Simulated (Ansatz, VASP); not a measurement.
# SiO2: VASP beside Ansatz, part 3 of 3

One calculation is typed for both programs; each brings its own data sets. How far apart do they land? The cell is taken from a series of runs on this material, whose earlier steps may have relaxed, scaled, displaced or heated it; both programs get it as it stands.

VASP 6.6.1 and Ansatz 0.2.0.

So far: Set-up; VASP: zone-centre phonons, PBE.

### 3. Ansatz: zone-centre phonons, PBE

Level of this step: Ansatz beside VASP: Kohn-Sham DFT, plane waves, PBE (Ansatz).

Ansatz runs on its PAW soft_1 files.

The same cell, functional and mesh now go to Ansatz, which takes its cutoff from its data sets.

File input.yaml:

```yaml
crystal:
  lattice:
    - [4.1659044564, 0.0, 0.0]
    - [0.0, 4.1659044564, 0.0]
    - [0.0, 0.0, 2.6697240397]
  atoms:
    - { symbol: O, position: [0.6947527189, 0.6947527189, 0.0] }
    - { symbol: O, position: [0.1947527189, 0.8052472811, 0.5] }
    - { symbol: O, position: [0.3052472811, 0.3052472811, 0.0] }
    - { symbol: O, position: [0.8052472811, 0.1947527189, 0.5] }
    - { symbol: Si, position: [0.5, 0.5, 0.5] }
    - { symbol: Si, position: [0.0, 0.0, 0.0] }
kpoints:
  mp_grid: { grid: [8, 8, 8] }
hamiltonian:
  xc: pbe
  pseudopotentials: { kind: paw, azcp: { folder: soft_1 } }
scf:
  occupations: { method: fixed }
output:
  eigenvalues: true
phonons:
  method: dfpt
  dielectric: true
  rigid_motions: translations
```

Started as:

```sh
ansatz run input.yaml --threads 4 --pin off --max-ram 16384MiB --backend cpu --events-out ev --progress --plain --runs-dir out
```

Numbers of over 12 decimals in the logs are rounded to 6 here.

What it wrote:

```text
Engine: ansatz 0.2.0, x86_64-unknown-linux-gnu
Pseudopotentials: kind: paw
Pseudopotential: O, paw, valence charge 6, recommended cutoff 420 eV (normal), soft_1/O.paw.azcp
Pseudopotential: Si, paw, valence charge 4, recommended cutoff 420 eV (normal), soft_1/Si.paw.azcp
Functional definition: PBE
  parameter kappa = 0.804
  parameter beta = 0.066725
  exchange = pbe_x(kappa = kappa, mu = beta*pi^2/3)
  correlation = pbe_c(beta = beta)
Crystal: 6 atoms, lattice volume = 46.332 Å³
Basis set: ecut = 420 eV, 913 PW (Γ), exchange–correlation on 60×60×36 points (8 copies of the dense FFT grid, shifted against one another)
Bands: 22, of which v1, the nominal top of the filled ones, is band 16 counted from 1 (15 counted from 0)
Symmetry: 16 space group operations
k-points: 260 of 512 (irreducible under 1 space group operation, time reversal used)
Non-local potential: O, projectors of the file, l = 0: 2, l = 1: 2, l = 2: 1
Non-local potential: Si, projectors of the file, l = 0: 2, l = 1: 2, l = 2: 1
PAW form: soft (Blöchl's): semilocal exchange-correlation on the pseudo side does not see the compensation charge
PAW one-centre angular grid: O, 110 points (default); XC on 64 Gauss nodes
PAW one-centre angular grid: Si, 110 points (default); XC on 64 Gauss nodes
Initial density: superposition of atomic densities (chi_scale 0.1, normalization cell, long waves kept (reshape's long-wave potential 0.00 eV rms))
Initial wavefunctions: pseudopotential atomic-orbital guess
Functional: x = pbe(κ = 0.804, μ = 0.219515), c = pbe(β = 0.066725)
SCF iter   1: F=—  HF=-3549.218672 eV  |F-HF|=—  |Δ(HF+E_count)|=         —  Δρ=1.50e-1  dr2=8.36e0  ethr=3.10e-3  ⟨swp⟩=4.2  Hψ=25729  notcnv=0  defer=1009
preconditioner: auto → none  [insulator: Δε(μ)=6.788 eV  Ē_g=19.741 eV  n_scr=10 (ndim 8)  ℏωp=30.9 eV  f_vac=0.000  ε∞_Penn≈3.4]
SCF iter   2: F=—  HF=-3547.084160 eV  |F-HF|=—  |Δ(HF+E_count)|=    2.13e0  Δρ=6.55e-2  dr2=7.22e-1  ethr=3.10e-3  ⟨swp⟩=3.4  Hψ=14641  notcnv=0  defer=985
SCF iter   3: F=—  HF=-3546.943777 eV  |F-HF|=—  |Δ(HF+E_count)|=   1.40e-1  Δρ=2.38e-2  dr2=9.33e-2  ethr=2.26e-3  ⟨swp⟩=2.6  Hψ=10913  notcnv=0  defer=1012
SCF iter   4: F=—  HF=-3546.975032 eV  |F-HF|=—  |Δ(HF+E_count)|=   3.13e-2  Δρ=1.76e-3  dr2=5.78e-4  ethr=2.92e-4  ⟨swp⟩=2.1  Hψ=6352  notcnv=0  defer=1040
SCF iter   5: F=—  HF=-3546.975567 eV  |F-HF|=—  |Δ(HF+E_count)|=   5.35e-4  Δρ=2.38e-4  dr2=7.18e-6  ethr=1.81e-6  ⟨swp⟩=2.1  Hψ=9775  notcnv=0  defer=1040
SCF iter   6: F=—  HF=-3546.975583 eV  |F-HF|=—  |Δ(HF+E_count)|=   1.57e-5  Δρ=2.22e-5  dr2=2.40e-7  ethr=2.24e-8  ⟨swp⟩=2.0  Hψ=9410  notcnv=0  defer=485
SCF iter   7: F=—  HF=-3546.975582 eV  |F-HF|=—  |Δ(HF+E_count)|=   2.72e-7  Δρ=3.34e-6  dr2=2.66e-9  ethr=7.49e-10  ⟨swp⟩=2.0  Hψ=8578  notcnv=0  defer=453
SCF iter   8: F=-3546.975582 eV  HF=-3546.975582 eV  |F-HF|=7.78e-11  |Δ(HF+E_count)|=   2.54e-9  Δρ=5.56e-7  dr2=7.55e-11  ethr=1.00e-12  ⟨swp⟩=13.9  Hψ=41724  notcnv=0
SCF 1 converged in 8 iterations: F = -3546.975582 eV  dr2 = 7.55e-11
  greatest PAW one-centre occupation: 0.860 electrons in one spin orbital (limit 2), on the O atom at site 3 (counted from 0), in its partial waves of l = 0
DFPT response loops at Γ: preconditioner auto → none (the input reference at scf.mixing.eps_inf says where Resta's filter doesn't serve); β = 0.50; Broyden in place of MSR1
── the response to a field inside a basis, on 8×8×8 k-points: an SCF that follows is theirs, and a resumed run solves both again ──
Bands: 17, of which v1, the nominal top of the filled ones, is band 16 counted from 1 (15 counted from 0)
k-points: 40 of 512
Initial density: handed on by an earlier stage of this run
Initial wavefunctions: pseudopotential atomic-orbital guess (no wavefunctions were taken with the density)
Eigensolver: Dense (40 Hₖ)
SCF iter   1: F=—  HF=-3546.971688 eV  |F-HF|=—  |Δ(HF+E_count)|=         —  Δρ=4.02e-4  dr2=1.29e-5  ethr=1.00e-1
preconditioner: auto → none  [insulator: Δε(μ)=6.099 eV  Ē_g=16.415 eV  n_scr=10 (ndim 8)  ℏωp=30.9 eV  f_vac=0.000  ε∞_Penn≈4.5]
SCF iter   2: F=—  HF=-3546.971692 eV  |F-HF|=—  |Δ(HF+E_count)|=   3.68e-6  Δρ=1.68e-4  dr2=3.07e-6  ethr=4.04e-8
SCF iter   3: F=—  HF=-3546.971694 eV  |F-HF|=—  |Δ(HF+E_count)|=   1.96e-6  Δρ=6.76e-5  dr2=5.06e-7  ethr=9.60e-9
SCF iter   4: F=-3546.971694 eV  HF=-3546.971694 eV  |F-HF|=2.74e-9  |Δ(HF+E_count)|=   1.12e-7  Δρ=4.66e-6  dr2=3.38e-9  ethr=1.58e-9
SCF 1 converged in 4 iterations: F = -3546.971694 eV  dr2 = 3.38e-9
  greatest PAW one-centre occupation: 0.860 electrons in one spin orbital (limit 2), on the O atom at site 0 (counted from 0), in its partial waves of l = 0
DFPT response loops at Γ: mixed as the last ones told, above
SCF converged after 8 iterations
Free energy (F): -3546.975582 eV
Harris-Foulkes:  -3546.975582 eV  (|F-HF|=7.78e-11)
Internal energy: -3546.975582 eV  (E = F + TS)
E sigma→0 (E₀):  -3546.975582 eV
Fermi energy:    10.644803 eV
--- Per-component energies (eV) ---
  E_band       = 67.413362
  E_kinetic    = 789.406598
  E_local      = -1198.581340  (includes V_loc(G=0)·N_el)
  E_nonlocal   = 250.331184
  E_hartree    = 439.826816
  E_xc         = -405.861717
  E_vxc        = -470.648074  (∫ρ·V_xc dr)
  E_paw        = -1678.758057  (= ΣΔE_a)
  E_vpaw       = -182.751752  (= ΣTr[D̂ρ^β])
  E_aug_tail   = 0.003181  (compensation charges beyond the density's cutoff)
  E_ewald      = -1743.342247
  E_smearing   = -0.000000  (= −TS)
  E_closure    = -0.000000  (closes the sum)
  Σ components = -3546.975582   (vs F -3546.975582, Δ=0.00e0)
--- Band table (eV; the first three rows and the last of 260) ---
  k-point 0: bands = [... 12 lower, 8.1444, 9.7530, 9.7530, 10.6448, 16.3140, 17.3606, 19.1415, 19.1415, ... 2 higher]
  k-point 1: bands = [... 12 lower, 7.4301, 9.5995, 9.5995, 10.4494, 17.0380, 18.4503, 20.0335, 20.0335, ... 2 higher]
  k-point 2: bands = [... 12 lower, 6.2472, 9.1175, 9.1175, 9.8318, 18.1898, 20.5317, 20.8779, 21.9317, ... 2 higher]
  k-point 259: bands = [... 12 lower, 8.9020, 8.9020, 9.0693, 9.0693, 17.8732, 17.8732, 21.7734, 21.7734, ... 2 higher]
--- Phonons (Γ-DFPT): 4 representative perturbations + reference, on 260 of 512 k-points (Σ response iterations 12) ---
  k mesh reduced under 1 symmetry operation, with k and −k counted as one. Each operation leaves every solved perturbation unchanged. A smaller set is not considered because the run solves the response to a homogeneous field
  ASR residual: 2.582e-4 → 0.000e0 eV/Å²; symmetrization residual: 2.094e-6 eV/Å²
  ASR residual per site (eV/Å²): 2.11e-4 2.11e-4 2.11e-4 2.11e-4 2.58e-4 2.58e-4
  Γ frequencies (cm⁻¹): 0.00 0.00 0.00 208.75 381.02 460.15 460.15 584.53 584.53 593.40 593.40 594.97 655.67 756.64 760.16 824.75 824.75 955.25
  ε∞ (high-frequency dielectric tensor):
        3.369077     0.000000     0.000000
        0.000000     3.369077     0.000000
        0.000000     0.000000     3.553322
  ε⁰ (static dielectric tensor: ions relaxed, cell fixed):
       11.154386     0.000000    -0.000000
        0.000000    11.154386     0.000000
       -0.000000     0.000000     9.056918
  ε⁰ − ε∞ (ionic part):
        7.785309     0.000000    -0.000000
        0.000000     7.785309     0.000000
       -0.000000     0.000000     5.503596
  softest optical mode at Γ: 208.75 cm⁻¹; the repairs (sum rule, projections) moved no ω² at Γ by more than (2.06 cm⁻¹)²
  Born effective charges Z* (e; rows j = field, columns β = displacement):
    site 0:
        -1.91217   -0.58849   -0.00000
        -0.58849   -1.91217   -0.00000
        -0.00000    0.00000   -2.04088
    site 1:
        -1.91217    0.58849   -0.00000
         0.58849   -1.91217   -0.00000
        -0.00000   -0.00000   -2.04088
    site 2:
        -1.91217   -0.58849   -0.00000
        -0.58849   -1.91217   -0.00000
        -0.00000    0.00000   -2.04088
    site 3:
        -1.91217    0.58849   -0.00000
         0.58849   -1.91217   -0.00000
        -0.00000   -0.00000   -2.04088
    site 4:
         3.82433   -0.37200    0.00000
        -0.37200    3.82433    0.00000
         0.00000    0.00000    4.08176
    site 5:
[...]
Z* charge neutrality: 1.843e-3 e pre-enforcement
  solved inside a basis spanned on kpoints, on 8×8×8 k-points, its susceptibility summed on 8×8×12: ε∞ is read to err by 8.3e-3, Z* by 1.5e-2 e (field_mesh: kpoints solves on kpoints); Z* is corrected for what the basis lacks
  optical modes at Γ without the LO–TO term, one row a degenerate level:
      ω (cm⁻¹)  modes    IR ((D/Å)²/amu)
[...]
optical modes at Γ + LO–TO along q̂ = [1.0000, 0.0000, 0.0000]:
      ω (cm⁻¹)  modes    IR ((D/Å)²/amu)
[...]
optical modes at Γ + LO–TO along q̂ = [0.0000, 1.0000, 0.0000]:
      ω (cm⁻¹)  modes    IR ((D/Å)²/amu)
[...]
optical modes at Γ + LO–TO along q̂ = [0.0000, 0.0000, 1.0000]:
      ω (cm⁻¹)  modes    IR ((D/Å)²/amu)
[...]
584.53      2             0.0000
        593.40      2            11.4074
        594.97      1             0.0000
        756.64      1             0.0000
        760.16      1             0.0000
        824.75      2            26.8915
        955.25      1             0.0000
       1046.79      1            51.3976
```

Reading the cycles: dr2 is the Hartree energy of the density residual (eV), the measure of convergence; HF is the Harris–Foulkes estimate of the energy, which meets the free energy F at convergence.

### 4. Comparison

Known differences besides the potentials themselves: fixed occupations in Ansatz, narrow Gaussian smearing in VASP; VASP's response is taken on the typed mesh, Ansatz refines its own for the field response alone; the cutoff is 420 eV in Ansatz and 600 eV in VASP; VASP's log repeats an internal error in its field response. Total energies have different zeros and are not compared.

The two programs side by side:

```csv
quantity,Ansatz,VASP,difference
ε∞ xx,3.37,3.35,+0.55 %
ε∞ yy,3.37,3.35,+0.55 %
ε∞ zz,3.55,3.53,+0.60 %
Born charge of O1 (mean of the diagonal) (e),-1.96,-1.94,-0.01
Born charge of Si5 (mean of the diagonal) (e),3.91,3.88,+0.03
optical mode 1 (cm⁻¹),208.8,210.2,-0.68 %
optical mode 2 (cm⁻¹),381.0,383.3,-0.60 %
optical mode 3 to 4 (cm⁻¹),460.1,463.2,-0.66 %
optical mode 5 to 6 (cm⁻¹),584.5,587.7,-0.54 %
optical mode 7 to 8 (cm⁻¹),593.4,595.3,-0.32 %
optical mode 9 (cm⁻¹),595.0,598.3,-0.56 %
optical mode 10 (cm⁻¹),655.7,660.3,-0.70 %
optical mode 11 (cm⁻¹),756.6,758.3,-0.22 %
optical mode 12 (cm⁻¹),760.2,764.7,-0.60 %
optical mode 13 to 14 (cm⁻¹),824.8,826.6,-0.22 %
optical mode 15 (cm⁻¹),955.2,956.7,-0.15 %
```

Modes are paired by rising frequency, not by their patterns, so a pair may set unlike modes beside each other; they are those without the splitting of longitudinal modes.

### 5. Outcome

```
r.m.s. difference of the optical zone-centre modes, each program's sorted by frequency (zone-centre phonons, PBE) : 2.8 cm⁻¹
difference in optical mode 10 (zone-centre phonons, PBE)                                                          : -0.7 %
```

**Reading.** The r.m.s. difference of the optical zone-centre modes, each program's sorted by frequency is 2.8 cm⁻¹ (zone-centre phonons, PBE). Among the rows given in per cent, the largest difference of the zone-centre phonons, PBE pair is in optical mode 10, -0.7 %. Such differences can come from data sets, numerical settings and the points named under the comparisons, not from the functional's error against experiment.

[Lines on the potential files, build, host, timing and source positions are cut from VASP's logs without a mark.]

[Logs are printed without paths, hosts, clocks, repeated set-up lines and the standing remarks that a program may print on its own settings, such as how far it seeks lower states.]

[Hosts, paths, dates, database ids (printed as entryN), source tags and the programs' standing remarks are cut or masked in the printed files.]
